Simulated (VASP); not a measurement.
A convergence study with VASP on Cr (bcc, AFM order): a few settings are varied, all else stays as given below, so the limit is that of these other settings. The cell's lengths are 1 % over those of the tabulated start and one atom is moved, so it is off equilibrium.

```
Cr
1.0
    2.90880     0.00000     0.00000
    0.00000     2.90880     0.00000
    0.00000     0.00000     2.90880
Cr
2
Direct
  0.00000   0.00000   0.00000
  0.52083   0.50000   0.50000
```
Starting moments (μB, in the order of the record's atoms Cr Cr): 1.5 -1.5.

Calculation: PBE GGA, VASP's PBE PAW potentials (set 64) (plane waves; VASP 6.6.1). The last row used: 900 eV cut-off, 10×10×10 Γ-centred mesh, first-order Methfessel-Paxton smearing of 0.10 eV, potentials Cr_sv.

Energies of different potentials or hybrids have different zeros.

```tsv
setting	E (eV/atom)	pressure (GPa)	largest force (eV/Å)	plane waves
ENCUT = 300, POTCAR Cr_pv	-9.5185	-7.47	0.319	304
ENCUT = 400, POTCAR Cr_pv	-9.5117	-7.86	0.318	468
ENCUT = 520, POTCAR Cr_pv	-9.5134	-6.41	0.321	691
ENCUT = 700, POTCAR Cr_pv	-9.5136	-6.48	0.321	1064
ENCUT = 900, POTCAR Cr_pv	-9.5138	-6.35	0.321	1522
ENCUT = 300, POTCAR Cr	-9.4863	-8.16	0.294	304
ENCUT = 400, POTCAR Cr	-9.4816	-7.97	0.293	468
ENCUT = 520, POTCAR Cr	-9.4815	-7.93	0.293	691
ENCUT = 700, POTCAR Cr	?	-7.88	0.293	1064
ENCUT = 900, POTCAR Cr	-9.4812	-7.88	0.293	1522
ENCUT = 300, POTCAR Cr_sv	-8.9202	-222.18	0.935	304
ENCUT = 400, POTCAR Cr_sv	-9.5865	-10.55	0.322	468
ENCUT = 520, POTCAR Cr_sv	?	?	?	691
ENCUT = 700, POTCAR Cr_sv	-9.6026	-7.40	0.319	1064
ENCUT = 900, POTCAR Cr_sv	-9.6024	-7.32	0.319	1522
```

Q: Some entries are withheld; supply them.

A: 
- ENCUT = 700, POTCAR Cr, E (eV/atom): -9.4813
- ENCUT = 520, POTCAR Cr_sv, E (eV/atom): -9.5981
- ENCUT = 520, POTCAR Cr_sv, pressure (GPa): -9.75
- ENCUT = 520, POTCAR Cr_sv, largest force (eV/Å): 0.326

Left out are rungs that failed or repeat a setting and relaxations that didn't move; long series are thinned to 24 rows.

The compound is Cr in the bcc, AFM order structure. The cell was not relaxed at this level, it is distorted from the ideal structure. The spin order is the one that the start imposed; others were not tried in this run.
